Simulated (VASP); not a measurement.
Consider the following.

```
PtSe2
1.0
    3.60789     0.00000     0.00000
   -1.80394     3.12452     0.00000
    0.00000     0.00000    16.98204
Pt Se
1 2
Direct
  0.00000   0.00000   0.50000
  0.33333   0.66667   0.58780
  0.66667   0.33333   0.41220
```

Method: PBE GGA, VASP's PBE PAW potentials (set 64) (plane waves; VASP 6.6.1). Run with 300 eV cut-off, 7×7×1 Γ-centred mesh, Gaussian smearing of 0.10 eV, potentials Pt Se.

The cell holds a wide vacuum, so values per volume refer to the whole cell.

Task: What does the run give for the energy per atom (σ→0), largest force?

Result: 
```yaml
energy per atom (σ→0): -4.696 eV/atom
largest_force: 1.105 eV/Å
```

The absolute energy has meaning only against runs of the same code, potentials and settings.

The cell is a sheet with vacuum, built from a generated structure.
